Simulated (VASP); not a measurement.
VASP runs on Ni₃Si (L1_2) share one base input (PBE GGA, plane waves, VASP's PBE PAW potentials (set 64)) and change the settings named in each case.

### KPOINTS
```
Automatic mesh
0
Gamma
8 8 8
0 0 0
```

### INCAR
```
# general
SYSTEM  = Ni3Si
PREC    = Accurate
ENCUT   = 400
LREAL   = .FALSE.
LASPH   = .TRUE.

# electronic loop
EDIFF   = 1E-6
NELM    = 100
ALGO    = Normal
LMAXMIX = 4

# smearing
ISMEAR  = 1
SIGMA   = 0.1

# functional
GGA     = PE

# ions
ISIF    = 2

# output
LWAVE   = .FALSE.
LCHARG  = .FALSE.
```

**POSCAR**
```
Ni3Si
1
    3.5802000000     0.0000000000     0.0000000000
    0.0000000000     3.5802000000     0.0000000000
    0.0000000000     0.0000000000     3.5802000000
Si Ni
1 3
Direct
  0.0000000000   0.0000000000   0.0000000000
  0.0000000000   0.5000000000   0.5000000000
  0.5000000000   0.0000000000   0.5000000000
  0.5000000000   0.5000000000   0.0000000000
```

POTCAR, in this order: Si Ni (PBE.64 set). Program: vasp_std.

```tsv
change	E(σ→0) (eV/atom)	pressure (GPa)	−TS (eV)
base run	-5.8943	-11.83	0.0014
GGA = 91	-5.8749	-11.17	0.0015
GGA removed, LMIXTAU = .TRUE., METAGGA = R2SCAN	-11.5260	?	?
AGGAC = 0.0, GGA = BO, LUSE_VDW = .TRUE., PARAM1 = 0.1833333333, PARAM2 = 0.22	-3.4135	?	?
GGA = RE	-5.5274	-8.74	0.0013
GGA = AM	-6.3057	-20.28	0.0016
IVDW = 13	-6.3584	-17.89	0.0014
```

What belongs in the gaps?

- GGA removed, LMIXTAU = .TRUE., METAGGA = R2SCAN, pressure (GPa): -18.79
- GGA removed, LMIXTAU = .TRUE., METAGGA = R2SCAN, −TS (eV): 0.0005
- AGGAC = 0.0, GGA = BO, LUSE_VDW = .TRUE., PARAM1 = 0.1833333333, PARAM2 = 0.22, pressure (GPa): -11.32
- AGGAC = 0.0, GGA = BO, LUSE_VDW = .TRUE., PARAM1 = 0.1833333333, PARAM2 = 0.22, −TS (eV): 0.0017

Energies of different potentials or functionals have different zeros.

Left out are runs that ran out of time, are held back, or changed the cell or the kind of run, fixed moments of cells without a moment, rows past the twelfth, gaps on odd meshes, pressures of charged cells and columns that move by less than the noise.

The compound is Ni3Si in the L1_2 structure. The cell was not relaxed at this level. The run is not spin-polarised, so no magnetic state was tried.
